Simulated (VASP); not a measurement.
# Vibrations of MnF2: a test of the settings, part 2 of 3

How far do the zone-centre frequencies of MnF2 depend on the numerical settings? The starting structure is a measured crystal structure from the Crystallography Open Database.

VASP 6.6.1.

### Step 2. Reference modes (continued)

Level of this step: LDA, DFT+U (Mn d 3.9 eV), spin-polarised from a ferromagnetic start; plane waves and PAW (Mn_pv, F) (VASP).

Parts of OUTCAR (step 2):

```text
ion  position               nearest neighbor table
   1  0.500  0.500  0.500-   3 2.07   5 2.07   4 2.10   6 2.10   4 2.10   6 2.10
   2  0.000  0.000  0.000-   4 2.07   6 2.07   5 2.10   3 2.10   3 2.10   5 2.10
   3  0.805  0.195  0.500-   1 2.07   2 2.10   2 2.10
   4  0.695  0.695  0.000-   2 2.07   1 2.10   1 2.10
   5  0.195  0.805  0.500-   1 2.07   2 2.10   2 2.10
   6  0.305  0.305  0.000-   2 2.07   1 2.10   1 2.10

  LATTYP: Found a simple tetragonal cell.
 ALAT       =     4.8030081862
 C/A-ratio  =     0.6791288913

 Subroutine GETGRP returns: Found 16 space group operations
 (whereof  8 operations were pure point group operations)

The static configuration has the point symmetry D_2h.
 The point group associated with its full space group is D_4h.

 Found     24 irreducible k-points:

   k-points           NKPTS =     24   k-points in BZ     NKDIM =     24   number of bands    NBANDS=     41

   dimension x,y,z NGX =    36 NGY =   36 NGZ =   24
   dimension x,y,z NGXF=    72 NGYF=   72 NGZF=   48

   ENCUT  =  520.0 eV  38.22 Ry    6.18 a.u.   8.93  8.93  6.06*2*pi/ulx,y,z

   NELECT =      54.0000    total number of electrons

 k-points in reciprocal lattice and weights: Automatic mesh
   0.00000000  0.00000000  0.00000000       0.010
   0.25000000  0.00000000  0.00000000       0.042
   0.50000000  0.00000000  0.00000000       0.021
   0.25000000  0.25000000  0.00000000       0.042
   0.50000000  0.25000000  0.00000000       0.042
   0.50000000  0.50000000  0.00000000       0.010
   0.00000000  0.00000000  0.16666667       0.021
   0.25000000  0.00000000  0.16666667       0.083
   0.50000000  0.00000000  0.16666667       0.042
[...]
0.50000000  0.25000000  0.50000000       0.042
   0.50000000  0.50000000  0.50000000       0.010

atom =   1  type =  1  l = 2

 onsite density matrix

spin component  1

  0.9714 -0.0001  0.0225  0.0001 -0.0000
 -0.0001  0.9655 -0.0001  0.0191 -0.0000
  0.0225 -0.0001  0.9596  0.0001 -0.0000
  0.0001  0.0191  0.0001  0.9655 -0.0000
 -0.0000 -0.0000 -0.0000 -0.0000  0.9460

spin component  2

  0.0512 -0.0002  0.0279  0.0002  0.0000
 -0.0002  0.0421 -0.0001  0.0245 -0.0000
  0.0279 -0.0001  0.0345  0.0001 -0.0000
  0.0002  0.0245  0.0001  0.0421 -0.0000
  0.0000 -0.0000 -0.0000 -0.0000  0.0163

 occupancies and eigenvectors

  o =  0.0137  v =  0.0000  0.0000  0.0000  0.0000  0.0000 -0.5969 -0.0071  0.8022  0.0071  0.0000      0.0000  0.0000  0.0000  0.0000  0.0000  0.0000  0.0000  0.0000  0.0000  0.0000
  o =  0.0163  v =  0.0000  0.0000  0.0000  0.0000  0.0000 -0.0000 -0.0002  0.0000 -0.0002 -1.0000      0.0000  0.0000  0.0000  0.0000  0.0000  0.0000  0.0000  0.0000  0.0000  0.0000
  o =  0.0176  v =  0.0000  0.0000  0.0000  0.0000  0.0000  0.0021 -0.7071 -0.0110  0.7071  0.0000      0.0000  0.0000  0.0000  0.0000  0.0000  0.0000  0.0000  0.0000  0.0000  0.0000
  o =  0.0666  v =  0.0000  0.0000  0.0000  0.0000  0.0000 -0.0000  0.7071 -0.0000  0.7071 -0.0002      0.0000  0.0000  0.0000  0.0000  0.0000  0.0000  0.0000  0.0000  0.0000  0.0000
  o =  0.0720  v =  0.0000  0.0000  0.0000  0.0000  0.0000  0.8023 -0.0034  0.5969  0.0034  0.0000      0.0000  0.0000  0.0000  0.0000  0.0000  0.0000  0.0000  0.0000  0.0000  0.0000
  o =  0.9422  v = -0.6111 -0.0003  0.7916  0.0003 -0.0000  0.0000  0.0000  0.0000  0.0000  0.0000      0.0000  0.0000  0.0000  0.0000  0.0000  0.0000  0.0000  0.0000  0.0000  0.0000
  o =  0.9460  v = -0.0000  0.0003  0.0000  0.0003  1.0000  0.0000  0.0000  0.0000  0.0000  0.0000      0.0000  0.0000  0.0000  0.0000  0.0000  0.0000  0.0000  0.0000  0.0000  0.0000
  o =  0.9464  v = -0.0033 -0.7071 -0.0030  0.7071  0.0000  0.0000  0.0000  0.0000  0.0000  0.0000      0.0000  0.0000  0.0000  0.0000  0.0000  0.0000  0.0000  0.0000  0.0000  0.0000
  o =  0.9846  v = -0.0000 -0.7071 -0.0000 -0.7071  0.0004  0.0000  0.0000  0.0000  0.0000  0.0000      0.0000  0.0000  0.0000  0.0000  0.0000  0.0000  0.0000  0.0000  0.0000  0.0000
  o =  0.9888  v =  0.7916 -0.0031  0.6111  0.0031 -0.0000  0.0000  0.0000  0.0000  0.0000  0.0000      0.0000  0.0000  0.0000  0.0000  0.0000  0.0000  0.0000  0.0000  0.0000  0.0000

atom =   2  type =  1  l = 2

 onsite density matrix

spin component  1

  0.9714 -0.0004 -0.0225  0.0004  0.0000
 -0.0004  0.9655  0.0000 -0.0191 -0.0001
 -0.0225  0.0000  0.9596 -0.0000 -0.0000
  0.0004 -0.0191 -0.0000  0.9655 -0.0001
  0.0000 -0.0001 -0.0000 -0.0001  0.9460

spin component  2

  0.0513 -0.0005 -0.0279  0.0005  0.0000
 -0.0005  0.0421  0.0003 -0.0245 -0.0001
 -0.0279  0.0003  0.0345 -0.0003  0.0000
  0.0005 -0.0245 -0.0003  0.0421 -0.0001
  0.0000 -0.0001  0.0000 -0.0001  0.0163

 occupancies and eigenvectors

  o =  0.0137  v =  0.0000  0.0000  0.0000  0.0000  0.0000 -0.5969 -0.0022 -0.8023  0.0022  0.0000      0.0000  0.0000  0.0000  0.0000  0.0000  0.0000  0.0000  0.0000  0.0000  0.0000
  o =  0.0163  v =  0.0000  0.0000  0.0000  0.0000  0.0000 -0.0000 -0.1070 -0.0000 -0.1070 -0.9885      0.0000  0.0000  0.0000  0.0000  0.0000  0.0000  0.0000  0.0000  0.0000  0.0000
  o =  0.0176  v =  0.0000  0.0000  0.0000  0.0000  0.0000  0.0000 -0.6990  0.0000 -0.6990  0.1513      0.0000  0.0000  0.0000  0.0000  0.0000  0.0000  0.0000  0.0000  0.0000  0.0000
  o =  0.0665  v =  0.0000  0.0000  0.0000  0.0000  0.0000  0.1167  0.6993 -0.0906 -0.6993 -0.0000      0.0000  0.0000  0.0000  0.0000  0.0000  0.0000  0.0000  0.0000  0.0000  0.0000
  o =  0.0721  v =  0.0000  0.0000  0.0000  0.0000  0.0000 -0.7938  0.1044  0.5900 -0.1044 -0.0000      0.0000  0.0000  0.0000  0.0000  0.0000  0.0000  0.0000  0.0000  0.0000  0.0000
  o =  0.9422  v = -0.6111 -0.0052 -0.7915  0.0052 -0.0000  0.0000  0.0000  0.0000  0.0000  0.0000      0.0000  0.0000  0.0000  0.0000  0.0000  0.0000  0.0000  0.0000  0.0000  0.0000
  o =  0.9460  v = -0.0000  0.2275 -0.0000  0.2275  0.9468  0.0000  0.0000  0.0000  0.0000  0.0000      0.0000  0.0000  0.0000  0.0000  0.0000  0.0000  0.0000  0.0000  0.0000  0.0000
  o =  0.9464  v =  0.0000  0.6695  0.0000  0.6695 -0.3217  0.0000  0.0000  0.0000  0.0000  0.0000      0.0000  0.0000  0.0000  0.0000  0.0000  0.0000  0.0000  0.0000  0.0000  0.0000
  o =  0.9845  v =  0.0903  0.7020 -0.0790 -0.7020  0.0000  0.0000  0.0000  0.0000  0.0000  0.0000      0.0000  0.0000  0.0000  0.0000  0.0000  0.0000  0.0000  0.0000  0.0000  0.0000
  o =  0.9889  v = -0.7864  0.0847  0.6060 -0.0847 -0.0000  0.0000  0.0000  0.0000  0.0000  0.0000      0.0000  0.0000  0.0000  0.0000  0.0000  0.0000  0.0000  0.0000  0.0000  0.0000

 average (electrostatic) potential at core
       1 -71.3548       2 -71.3545       3 -76.7389       4 -76.7387       5 -76.7387
       6 -76.7387

 E-fermi :   2.7641

[...]
0.000000  0.000000  0.000000    -0.247039   -0.257663   -0.000000
      3.866208  0.936800  1.630931    -0.080679   -0.055838    0.000000
      3.338304  3.338304  0.000000     0.443990    0.440154    0.000000
      0.936800  3.866208  1.630931    -0.080679   -0.055838   -0.000000
      1.464704  1.464704  0.000000     0.443990    0.440154    0.000000

   4 f  =   10.815784 THz    67.957574 2PiTHz  360.775714 cm-1    44.730467 meV
             X         Y         Z           dx          dy          dz
      2.401504  2.401504  1.630931     0.000000   -0.000000    0.000000
      0.000000  0.000000  0.000000     0.000000   -0.000000    0.000000
      3.866208  0.936800  1.630931     0.353553   -0.353553    0.000000
      3.338304  3.338304  0.000000    -0.353553   -0.353553    0.000000
      0.936800  3.866208  1.630931    -0.353553    0.353553   -0.000000
      1.464704  1.464704  0.000000     0.353553    0.353553    0.000000

   5 f  =   10.664675 THz    67.008127 2PiTHz  355.735257 cm-1    44.105531 meV
             X         Y         Z           dx          dy          dz
      2.401504  2.401504  1.630931     0.000000    0.000000   -0.370240
      0.000000  0.000000  0.000000    -0.000000   -0.000000    0.370240
      3.866208  0.936800  1.630931    -0.000000    0.000000   -0.425983
      3.338304  3.338304  0.000000     0.000000    0.000000    0.425983
      0.936800  3.866208  1.630931     0.000000   -0.000000   -0.425983
      1.464704  1.464704  0.000000    -0.000000   -0.000000    0.425983

   6 f  =    9.654207 THz    60.659169 2PiTHz  322.029669 cm-1    39.926572 meV
             X         Y         Z           dx          dy          dz
      2.401504  2.401504  1.630931    -0.000000   -0.000000    0.452708
      0.000000  0.000000  0.000000    -0.000000   -0.000000    0.452708
      3.866208  0.936800  1.630931     0.000000   -0.000000   -0.384094
      3.338304  3.338304  0.000000    -0.000000   -0.000000   -0.384094
      0.936800  3.866208  1.630931    -0.000000    0.000000   -0.384094
      1.464704  1.464704  0.000000     0.000000    0.000000   -0.384094

   7 f  =    8.083643 THz    50.791025 2PiTHz  269.641296 cm-1    33.431245 meV
             X         Y         Z           dx          dy          dz
      2.401504  2.401504  1.630931    -0.698492    0.069645    0.000000
      0.000000  0.000000  0.000000     0.695119   -0.012249    0.000000
      3.866208  0.936800  1.630931    -0.071892   -0.019862    0.000000
      3.338304  3.338304  0.000000     0.074733   -0.028478   -0.000000
      0.936800  3.866208  1.630931    -0.071892   -0.019862   -0.000000
      1.464704  1.464704  0.000000     0.074733   -0.028478   -0.000000

   8 f  =    8.083643 THz    50.791025 2PiTHz  269.641296 cm-1    33.431245 meV
             X         Y         Z           dx          dy          dz
      2.401504  2.401504  1.630931     0.012249    0.695119   -0.000000
      0.000000  0.000000  0.000000    -0.069645   -0.698492   -0.000000
      3.866208  0.936800  1.630931     0.028478    0.074733   -0.000000
      3.338304  3.338304  0.000000     0.019862   -0.071892    0.000000
      0.936800  3.866208  1.630931     0.028478    0.074733    0.000000
      1.464704  1.464704  0.000000     0.019862   -0.071892   -0.000000

   9 f  =    7.795197 THz    48.978669 2PiTHz  260.019792 cm-1    32.238331 meV
             X         Y         Z           dx          dy          dz
      2.401504  2.401504  1.630931     0.000000   -0.000000   -0.000000
      0.000000  0.000000  0.000000     0.000000    0.000000   -0.000000
      3.866208  0.936800  1.630931    -0.000000   -0.000000    0.003892
      3.338304  3.338304  0.000000     0.000000    0.000000    0.707096
      0.936800  3.866208  1.630931     0.000000   -0.000000   -0.003892
      1.464704  1.464704  0.000000     0.000000   -0.000000   -0.707096

  10 f  =    7.795197 THz    48.978669 2PiTHz  260.019792 cm-1    32.238331 meV
             X         Y         Z           dx          dy          dz
      2.401504  2.401504  1.630931     0.000000    0.000000   -0.000000
      0.000000  0.000000  0.000000    -0.000000   -0.000000    0.000000
      3.866208  0.936800  1.630931    -0.000000   -0.000000    0.707096
      3.338304  3.338304  0.000000    -0.000000    0.000000   -0.003892
      0.936800  3.866208  1.630931     0.000000   -0.000000   -0.707096
      1.464704  1.464704  0.000000    -0.000000   -0.000000    0.003892

  11 f  =    6.244264 THz    39.233870 2PiTHz  208.286241 cm-1    25.824191 meV
             X         Y         Z           dx          dy          dz
      2.401504  2.401504  1.630931    -0.000000    0.000000    0.000000
      0.000000  0.000000  0.000000    -0.000000    0.000000   -0.000000
      3.866208  0.936800  1.630931    -0.353553   -0.353553   -0.000000
      3.338304  3.338304  0.000000    -0.353553    0.353553   -0.000000
      0.936800  3.866208  1.630931     0.353553    0.353553    0.000000
      1.464704  1.464704  0.000000     0.353553   -0.353553    0.000000

  12 f  =    4.376793 THz    27.500199 2PiTHz  145.994085 cm-1    18.100951 meV
             X         Y         Z           dx          dy          dz
      2.401504  2.401504  1.630931     0.228298   -0.085765   -0.000000
      0.000000  0.000000  0.000000     0.337212   -0.262579    0.000000
      3.866208  0.936800  1.630931    -0.056176   -0.144010    0.000000
      3.338304  3.338304  0.000000    -0.410764    0.431637   -0.000000
      0.936800  3.866208  1.630931    -0.056176   -0.144010    0.000000
      1.464704  1.464704  0.000000    -0.410764    0.431637   -0.000000

  13 f  =    4.376793 THz    27.500199 2PiTHz  145.994085 cm-1    18.100951 meV
             X         Y         Z           dx          dy          dz
      2.401504  2.401504  1.630931     0.262579    0.337212    0.000000
      0.000000  0.000000  0.000000     0.085765    0.228298   -0.000000
      3.866208  0.936800  1.630931    -0.431637   -0.410764   -0.000000
      3.338304  3.338304  0.000000     0.144010   -0.056176    0.000000
      0.936800  3.866208  1.630931    -0.431637   -0.410764   -0.000000
      1.464704  1.464704  0.000000     0.144010   -0.056176    0.000000
    [... 42 further lines ...]
      3.338304  3.338304  0.000000    -0.274501    0.175331    0.000000
      0.936800  3.866208  1.630931    -0.271235    0.170172    0.000000
      1.464704  1.464704  0.000000    -0.274501    0.175331    0.000000

 ELASTIC MODULI CONTR FROM IONIC RELAXATION (kBar)
 Direction    XX          YY          ZZ          XY          YZ          ZX
 --------------------------------------------------------------------------------
 XX         -33.8517     30.5781     17.1175     -0.0000     -0.0000      0.0000
 YY          30.5781    -33.8517     17.1175      0.0000      0.0000     -0.0000
 ZZ          17.1175     17.1175   -179.0134     -0.0000      0.0000      0.0000
 XY          -0.0000      0.0000      0.0000    -28.9236      0.0000     -0.0000
 YZ          -0.0000      0.0000      0.0000      0.0000   -161.0852      0.0000
 ZX           0.0000     -0.0000      0.0000     -0.0000      0.0000   -161.0853
 --------------------------------------------------------------------------------

 total charge
# of ion       s       p       d       tot
------------------------------------------
    1        0.181   6.168   4.974  11.323
    2        0.181   6.168   4.974  11.323
    3        1.725   4.359   0.000   6.084
    4        1.725   4.359   0.000   6.084
    5        1.725   4.359   0.000   6.084
    6        1.725   4.359   0.000   6.084
--------------------------------------------------
tot          7.263  29.773   9.948  46.984

 magnetization (x)
# of ion       s       p       d       tot
------------------------------------------
    1        0.020   0.019   4.612   4.651
    2        0.020   0.019   4.612   4.651
    3        0.007   0.061   0.000   0.068
    4        0.007   0.061   0.000   0.068
    5        0.007   0.061   0.000   0.068
    6        0.007   0.061   0.000   0.068
--------------------------------------------------
tot          0.068   0.282   9.224   9.574

[... 6 further parts left out ...]
```

The last energy, forces, stress and levels in OUTCAR belong to the last displaced cell, not to the cell of POSCAR.

Reference: the zone-centre modes are at the top B2g 493.1, Eu (3) 394.0, A1g 360.8, B1u (2) 355.7 cm⁻¹, at the bottom A2g 208.3, Eu (1) 146.0, B1u (1) 117.0, B1g 22.3 cm⁻¹, with 3 more of the listed ones between.

### Step 3. Modes with a 3×3×4 mesh

Against step 2 the input has a 3×3×4 mesh (also changed: KPAR).

INCAR reads:

```
SYSTEM = MnF2
PREC = Accurate
ENCUT = 520
EDIFF = 1E-08
NELM = 100
ISMEAR = 0
SIGMA = 0.03
LREAL = .FALSE.
ALGO = Normal
GGA = CA
NBANDS = 41
ISPIN = 2
MAGMOM = 4 4 0 0 0 0
LDAU = .TRUE.
LDAUTYPE = 2
LDAUL = 2 -1
LDAUU = 3.9 0
LDAUJ = 0 0
LDAUPRINT = 1
LASPH = .TRUE.
LMAXMIX = 4
LORBIT = 11
LWAVE = .FALSE.
LCHARG = .FALSE.
KPAR = 4
IBRION = 6
NFREE = 2
POTIM = 0.015
NSW = 1
ISIF = 2
```

POSCAR reads:

```
MnF2
1.0
    4.8030081862      0.0000000000      0.0000000000
    0.0000000000      4.8030081862      0.0000000000
    0.0000000000      0.0000000000      3.2618616242
Mn F
2 4
Direct
    0.5000000000      0.5000000000      0.5000000000
    0.0000000000      0.0000000000      0.0000000000
    0.8049555566      0.1950444434      0.5000000000
    0.6950444434      0.6950444434      0.0000000000
    0.1950444434      0.8049555566      0.5000000000
    0.3049555566      0.3049555566      0.0000000000
```

KPOINTS reads:

```
Automatic mesh
0
Gamma
3 3 4
0 0 0
```

The projector-augmented-wave data sets are Mn_pv and F (LDA family, release 64).

On the command line:

```console
$ mpirun -np 8 vasp_std
```

The log of the run:

```text
[banner, memory and clock lines left out]
running    8 mpi-ranks, on    1 nodes
[...]
[... a notice as in an earlier step ...]

 LDA part: xc-table for (Slater(with rela. corr.)+CA(PZ))
 , standard interpolation
|                                                                             |
|           W    W    AA    RRRRR   N    N  II  N    N   GGGG   !!!           |
|           W    W   A  A   R    R  NN   N  II  NN   N  G    G  !!!           |
|           W    W  A    A  R    R  N N  N  II  N N  N  G       !!!           |
|           W WW W  AAAAAA  RRRRR   N  N N  II  N  N N  G  GGG   !            |
|           WW  WW  A    A  R   R   N   NN  II  N   NN  G    G                |
|           W    W  A    A  R    R  N    N  II  N    N   GGGG   !!!           |
|                                                                             |
|     The number of bands has been changed from the values supplied in        |
|     The orbitals not found in the WAVECAR file will be initialized with     |
[...]
DAV:   3    -0.389196243892E+02   -0.57978E+02   -0.57146E+02  1744   0.144E+02
DAV:   4    -0.398794425617E+02   -0.95982E+00   -0.95783E+00  1614   0.199E+01
[...]
DAV:  14    -0.401376345984E+02   -0.95400E-06   -0.16280E-06  1670   0.882E-03    0.503E-03
DAV:  15    -0.401376346420E+02   -0.43628E-07   -0.20467E-07  1636   0.450E-03    0.118E-03
DAV:  16    -0.401376346481E+02   -0.61427E-08   -0.53262E-08  1506   0.177E-03
   1 F= -.40137635E+02 E0= -.40137635E+02  d E =-.735559E-13  mag=    10.0000
[... from here on, the cycles between the ionic steps are left out ...]
   2 F= -.40136413E+02 E0= -.40136413E+02  d E =-.721590E-13  mag=    10.0000
   3 F= -.40136413E+02 E0= -.40136413E+02  d E =-.721359E-13  mag=    10.0000
   4 F= -.40136644E+02 E0= -.40136644E+02  d E =-.639508E-13  mag=    10.0000
   5 F= -.40136644E+02 E0= -.40136644E+02  d E =-.638236E-13  mag=    10.0000
   6 F= -.40136934E+02 E0= -.40136934E+02  d E =-.447005E-14  mag=    10.0000
   7 F= -.40136951E+02 E0= -.40136951E+02  d E =-.223858E-11  mag=    10.0000
   8 F= -.40137068E+02 E0= -.40137068E+02  d E =-.804926E-13  mag=    10.0000
   9 F= -.40137068E+02 E0= -.40137068E+02  d E =-.803312E-13  mag=    10.0000
 Finite differences progress:
  Degree of freedom:   4/  4
  Displacement:        2/  2
  Total:               8/  8
```

Elapsed: 34 s, on 8 MPI ranks of Intel Xeon 6975P-C (Granite Rapids), shared host; peak memory 1.9 GiB; 4.4 min of CPU time.

Parts of OUTCAR (step 3):

```text
  Total        0.0034308      0.0034308      0.0183428     -0.0011251      0.0448387     -0.0448387
  in kB        0.0730482      0.0730482      0.3905575     -0.0239566      0.9547097     -0.9547098
  external PRESSURE =       0.1788846 kB  Pullay stress =       0.0000000 kB

 POSITION                                       TOTAL-FORCE (eV/Angst)
 -----------------------------------------------------------------------------------
      2.40150      2.40150      1.63093         0.000175     -0.000175     -0.000340
      0.00000      0.00000      0.00000         0.001783     -0.001783     -0.063753
      3.86621      0.93680      1.61593        -0.002498      0.002498      0.076441
      3.33830      3.33830      0.00000         0.000453      0.000445     -0.009007
      0.93680      3.86621      1.63093         0.000532     -0.000532      0.005666
      1.46470      1.46470      0.00000        -0.000445     -0.000453     -0.009007
 -----------------------------------------------------------------------------------
    total drift:                               -0.000062      0.000066     -0.000100

  FREE ENERGIE OF THE ION-ELECTRON SYSTEM (eV)
  ---------------------------------------------------
  free  energy   TOTEN  =       -40.1370678688 eV

  energy  without entropy=      -40.1370678688  energy(sigma->0) =      -40.13706787

[... 2 parts as in an earlier step ...]

[... 2 further parts left out ...]
[key lines of the parts left out:]
E-fermi :   2.6528
```

The last energy, forces and stress in OUTCAR belong to the last displaced cell, not to that of POSCAR.

With a 3×3×4 mesh the modes are at the top B2g 493.3, Eu (3) 394.0 cm⁻¹, at the bottom B1u (1) 117.1, B1g 22.5 cm⁻¹, with 7 more of the listed ones between; the largest shift is +0.2 cm⁻¹, in B2g, from the reference.

(Part 2 of 3 ends here.)

[Lines on the potential files, build, host, timing and source positions are cut from VASP's logs without a mark.]

[Logs are printed without paths, hosts, clocks, repeated set-up lines and the standing remarks that a program may print on its own settings, such as how far it seeks lower states.]

[Hosts, paths, dates, database ids (printed as entryN), source tags and the programs' standing remarks are cut or masked in the printed files.]
